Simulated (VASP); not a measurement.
Data:

```
YB
1.0
    1.96773    -5.19979     0.00000
    1.96773     5.19979     0.00000
    0.00000     0.00000     3.87784
B Y
2 2
Cartesian
  1.96773  -0.66557   0.96946
  1.96773   0.66557   2.90838
  1.96773  -3.68925   0.96946
  1.96773   3.68925   2.90838
```

The numbers are results of PBE GGA, VASP's PBE PAW potentials (set 64) (plane waves; VASP), not measurements. Numerical set-up: 520 eV cut-off, 8×8×7 Γ-centred mesh, first-order Methfessel-Paxton smearing of 0.10 eV, potentials B Y_sv.

Problem. Predict the energy per atom (σ→0), pressure, largest force, band gap (on the k-mesh) with the smallest direct gap where there is one.

Solution. 
```
Quantity                                                    Result
------------------------  ----------------------------------------
band gap (on the k-mesh)  none (metal, semimetal or under 0.01 eV)
energy per atom (σ→0)                               -6.510 eV/atom
pressure                                                -13.82 GPa
largest force                                           1.363 eV/Å
```

The structure was generated: YB was put into the CrB type (Cmcm), which need not be its known phase. The cell was not relaxed at this level.
